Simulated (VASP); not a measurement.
Consider the following.

```
InAs
1.0
    4.10997     0.00000     0.00000
   -2.05499     3.55934     0.00000
    0.00000     0.00000     6.76638
In As
2 2
Direct
  0.33333   0.66667   0.00072
  0.66667   0.33333   0.50072
  0.33333   0.66667   0.37428
  0.66667   0.33333   0.87428
```

These are PBEsol GGA, VASP's PBE PAW potentials (set 64) (plane waves; VASP) values and carry that method's errors. Numerical set-up: 500 eV cut-off, 6×6×4 Γ-centred mesh, Gaussian smearing of 0.050 eV, potentials In_d As.

Unless said otherwise, spin-orbit coupling is left out, though it shifts the bands of the heavy elements here.

**Question.** What does the run give for the energy per atom (σ→0), pressure, band gap (on the k-mesh) with the smallest direct gap where there is one?

**Answer.** 
```yaml
band gap (on the k-mesh): 0.33 eV
smallest direct gap (on the k-mesh): 0.33 eV
energy per atom (σ→0): -4136 meV/atom
pressure: 9.93 GPa
```

Only differences to runs with the same potentials and settings are physical.

The structure was generated: InAs was put into the wurtzite type (P6_3mc), which need not be its known phase. It was relaxed first under an external pressure of 10 GPa.
